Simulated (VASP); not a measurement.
```yaml
crystal:
  lattice:
    - [0.00000, 2.36331, 2.36331]
    - [2.36331, 0.00000, 2.36331]
    - [2.36331, 2.36331, 0.00000]
  atoms:
    - { symbol: Hf, position: [0.00000, 0.00000, 0.00000] }
    - { symbol: C, position: [0.50000, 0.50000, 0.50000] }
```

Computed with vdW-DF2, VASP's PBE PAW potentials (set 64) (plane waves; VASP). Numerical set-up: 520 eV cut-off, Gaussian smearing of 0.050 eV, potentials Hf_pv C.

Give the energies of bands 5 to 10 at the high-symmetry points, in eV from the Fermi level.

| band | Γ | X | U | L | W |
|---|---|---|---|---|---|
| 5 | 0.88 | -2.48 | -3.30 | -5.78 | -2.86 |
| 6 | 0.88 | -1.49 | -2.58 | -2.84 | -2.54 |
| 7 | 0.88 | -0.16 | -1.60 | -2.84 | -2.54 |
| 8 | 1.35 | -0.16 | 1.54 | 4.85 | 3.45 |
| 9 | 1.35 | 4.90 | 5.28 | 4.85 | 3.45 |
| 10 | 1.35 | 6.10 | 5.66 | 5.31 | 6.11 |

It has no gap at this level: it comes out as a metal or semimetal.

The compound is HfC in the rock salt structure. It was relaxed first, which changed the volume by +6 %.
